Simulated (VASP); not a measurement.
Method: PBEsol GGA, VASP's PBE PAW potentials (set 64) (plane waves; VASP).

The input files of a VASP run:

KPOINTS:
```
Automatic mesh
0
Gamma
13 13 13
0 0 0
```

**INCAR**
```
# general
SYSTEM = Li
PREC   = Accurate
ENCUT  = 520   # plane-wave cut-off (eV)
LREAL  = .False.   # projection in real space or not
LASPH  = .True.   # aspherical one-centre terms

# electronic loop
EDIFF  = 1E-6   # SCF stop (eV)
NELM   = 100
ALGO   = Normal

# smearing
ISMEAR = 1   # Methfessel-Paxton
SIGMA  = 0.1   # width (eV)

# functional
GGA    = PS   # PBEsol

# ions
IBRION = 2   # conjugate gradients
NSW    = 60   # most ionic steps
ISIF   = 3   # ions, shape and volume
EDIFFG = -0.01   # ionic stop

# output
LWAVE  = .False.
LCHARG = .False.
```

**POSCAR**
```
Li
1.0
 -1.7129882862   1.7129882862   1.7129882862
  1.7129882862  -1.7129882862   1.7129882862
  1.7129882862   1.7129882862  -1.7129882862
Li
1
Cart
  1.7129882862  -1.7129882862   1.7129882862
```

POTCAR, in this order: Li_sv (PBE.64 set). Program: vasp_std.

What VASP printed:

### OSZICAR
```
       N       E                     dE             d eps       ncg     rms          rms(c)
DAV:   1     0.203608414572E+00    0.20361E+00   -0.70034E+02   855   0.421E+02
DAV:   2    -0.186574038498E+01   -0.20693E+01   -0.20092E+01  1150   0.554E+01
DAV:   3    -0.196653829788E+01   -0.10080E+00   -0.10079E+00  1070   0.842E+00
DAV:   4    -0.196903887527E+01   -0.25006E-02   -0.25005E-02  1095   0.128E+00
DAV:   5    -0.196907057393E+01   -0.31699E-04   -0.31699E-04  1090   0.122E-01    0.336E-01
DAV:   6    -0.196741431496E+01    0.16563E-02   -0.58240E-04  1160   0.178E-01    0.190E-01
DAV:   7    -0.196670962576E+01    0.70469E-03   -0.16666E-03  1160   0.308E-01    0.309E-02
DAV:   8    -0.196674203395E+01   -0.32408E-04   -0.34206E-04   970   0.168E-01    0.273E-03
DAV:   9    -0.196674086160E+01    0.11724E-05   -0.57991E-06   930   0.263E-02    0.968E-04
DAV:  10    -0.196674036454E+01    0.49707E-06   -0.55881E-07   735   0.570E-03
   1 F= -.19667404E+01 E0= -.19667411E+01  d E =-.196674E+01
```

**OUTCAR**
```
------------------------ aborting loop because EDIFF is reached ----------------------------------------
  FORCE on cell =-STRESS in cart. coord.  units (eV):
  Direction    XX          YY          ZZ          XY          YZ          ZX
  --------------------------------------------------------------------------------------
  Total       -0.0041045     -0.0041045     -0.0041045      0.0000000      0.0000000     -0.0000000
  in kB       -0.3270758     -0.3270758     -0.3270758      0.0000000      0.0000000     -0.0000000
  external PRESSURE =      -0.3270758 kB  Pullay stress =       0.0000000 kB
  volume of cell :       20.11
      direct lattice vectors                 reciprocal lattice vectors
    -1.712988286  1.712988286  1.712988286     0.000000000  0.291887577  0.291887577
     1.712988286 -1.712988286  1.712988286     0.291887577  0.000000000  0.291887577
     1.712988286  1.712988286 -1.712988286     0.291887577  0.291887577  0.000000000
 POSITION                                       TOTAL-FORCE (eV/Angst)
 -----------------------------------------------------------------------------------
      0.00000      0.00000      0.00000         0.000000      0.000000      0.000000
 -----------------------------------------------------------------------------------
    total drift:                               -0.000000     -0.000000      0.000000
  FREE ENERGIE OF THE ION-ELECTRON SYSTEM (eV)
  ---------------------------------------------------
  free  energy   TOTEN  =        -1.9667403645 eV

  energy  without entropy=       -1.9667426464  energy(sigma->0) =       -1.96674113

 reached required accuracy - stopping structural energy minimisation
```
(Selected blocks of OUTCAR.)

OUTCAR:
```
 val. band max:        0.6729742216   @ k =  -0.3846   0.4615   0.0769

 cond. band min:       0.7176012633   @ k =   0.4615   0.0000   0.0000


 Fermi energy:         0.7091288558

 k-point     1 :       0.0000    0.0000    0.0000
  band No.  band energies     occupation
      1     -45.2503      2.00000
      2      -2.9158      2.00000
      3      15.3639      0.00000
      4      15.3639      0.00000
      5      15.3639      0.00000

 k-point     2 :       0.0769    0.0000    0.0000
  band No.  band energies     occupation
      1     -45.2490      2.00000
      2      -2.8035      2.00000
      3      14.5890      0.00000
      4      14.8129      0.00000
      5      15.1653      0.00000

 k-point     3 :       0.1538    0.0000    0.0000
  band No.  band energies     occupation
      1     -45.2457      2.00000
      2      -2.4669      2.00000
      3      12.4893      0.00000
      4      13.7620      0.00000
      5      14.6257      0.00000

 k-point     4 :       0.2308    0.0000    0.0000
  band No.  band energies     occupation
      1     -45.2409      2.00000
      2      -1.9062      2.00000
      3      10.0090      0.00000
      4      12.7533      0.00000
      5      13.9365      0.00000

 k-point     5 :       0.3077    0.0000    0.0000
  band No.  band energies     occupation
      1     -45.2358      2.00000
      2      -1.1297      2.00000
      3       7.6626      0.00000
      4      11.9484      0.00000
      5      13.3010      0.00000

 k-point     6 :       0.3846    0.0000    0.0000
  band No.  band energies     occupation
      1     -45.2316      2.00000
      2      -0.1804      2.00000
      3       5.6323      0.00000
      4      11.3975      0.00000
      5      12.8358      0.00000

 k-point     7 :       0.4615    0.0000    0.0000
  band No.  band energies     occupation
      1     -45.2292      2.00000
      2       0.7176      0.85717
      3       4.1860      0.00000
...
```

The structure comes from a measured Li entry (Im-3m) of the Crystallography Open Database, whose conditions weren't checked. It was relaxed first, which changed the volume by -7 %. The start is the result of an earlier pass.
